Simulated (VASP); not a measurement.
An input for Quantum ESPRESSO's pw.x (written as the equivalent of a VASP run, and not itself run):

```
&CONTROL
  calculation = 'vc-relax'
  pseudo_dir = './pseudo'
  outdir = './out'
  tprnfor = .true.
  tstress = .true.
  nstep = 60
  forc_conv_thr = 0.00039
/
&SYSTEM
  ibrav = 0
  nat = 2
  ntyp = 2
  ecutwfc = 46.3
  occupations = 'smearing'
  smearing = 'gaussian'
  degauss = 0.003675
  input_dft = 'pbe'
  vdw_corr = 'grimme-d3'
  dftd3_version = 3
  dftd3_threebody = .false.
/
&ELECTRONS
  conv_thr = 7.3e-08
  electron_maxstep = 100
/
&IONS
/
&CELL
/
ATOMIC_SPECIES
  Rb 85.468 Rb.upf
  Br 79.904 Br.upf
CELL_PARAMETERS angstrom
     0.0000000    3.5215617    3.5215617
     3.5215617    0.0000000    3.5215617
     3.5215617    3.5215617   -0.0000000
ATOMIC_POSITIONS crystal
  Rb   0.0000000  0.0000000  0.0000000
  Br   0.5000000  0.5000000  0.5000000
K_POINTS automatic
  6 6 6 0 0 0
```

Task: Translate this input to VASP (INCAR, KPOINTS, POSCAR, choice of POTCAR).

Result: Several could match; the one computed here: 
### POSCAR
```
RbBr
1.0
  0.0000000000   3.5215617222   3.5215617222
  3.5215617222   0.0000000000   3.5215617222
  3.5215617222   3.5215617222   0.0000000000
Rb Br
1 1
Cartesian
  0.0000000000   0.0000000000   0.0000000000
  3.5215617222   3.5215617222   3.5215617222
```

**INCAR**
```
IBRION  =  2   # conjugate gradients
LASPH  =  .TRUE.
PREC  =  Accurate
EDIFF  =  1E-6   # SCF stop (eV)
SYSTEM  =  RbBr
LWAVE  =  .FALSE.
IVDW  =  11
GGA  =  PE   # PBE
ALGO  =  Normal
LMAXMIX  =  4
ENCUT  =  520
NELM  =  100
LREAL  =  .FALSE.   # projection in real space or not
LCHARG  =  .FALSE.
SIGMA  =  0.05   # width (eV)
NSW  =  60   # most ionic steps
ISMEAR  =  0   # Gaussian
EDIFFG  =  -0.01   # ionic stop
ISIF  =  3
```

File KPOINTS:
```
K-points
0
Gamma
6 6 6
```

POTCAR, in this order: Rb_sv Br (PBE.64 set). Program: vasp_std.

The two are equivalent in intent, not identical: the potentials are each code's own (VASP's PAW set, PseudoDojo norm-conserving files in pw.x), so ENCUT and ecutwfc are chosen apart and not converted; conv_thr bounds pw.x's estimated SCF error, while EDIFF bounds the energy change between steps; forc_conv_thr acts on force components and is met together with etot_conv_thr.

The compound is RbBr in the rock salt structure. It was relaxed first, which changed the volume by +7 %. The start is the result of an earlier pass.
